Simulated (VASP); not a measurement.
Here is the system:

```
CELL_PARAMETERS angstrom
      0.00000     2.59824     2.59824
      2.59824     0.00000     2.59824
      2.59824     2.59824     0.00000
ATOMIC_POSITIONS crystal
  Co 0.00000 0.00000 0.00000
  Si 0.25000 0.25000 0.25000
  Si 0.75000 0.75000 0.75000
```

All values below come from PBE GGA with D4 dispersion, VASP's PBE PAW potentials (set 64) (plane waves; VASP). Settings: 520 eV cut-off, 10×10×10 Γ-centred mesh, first-order Methfessel-Paxton smearing of 0.10 eV, potentials Co Si.

Task: Estimate the energy per atom (σ→0), pressure, band gap (on the k-mesh) with the smallest direct gap where there is one.

Result: 
The band gap (on the k-mesh) is none (metal, semimetal or under 0.01 eV) and the energy per atom (σ→0) is -6.867 eV/atom. The pressure comes out as 13.95 GPa.

Only differences to runs with the same potentials and settings are physical.

The compound is CoSi2 in the fluorite structure. This cell is one point of a volume scan, at 0.94 of the reference volume. The run is not spin-polarised, so no magnetic state was tried. The electron count is odd and the run is not spin-polarised, which forces a metal.
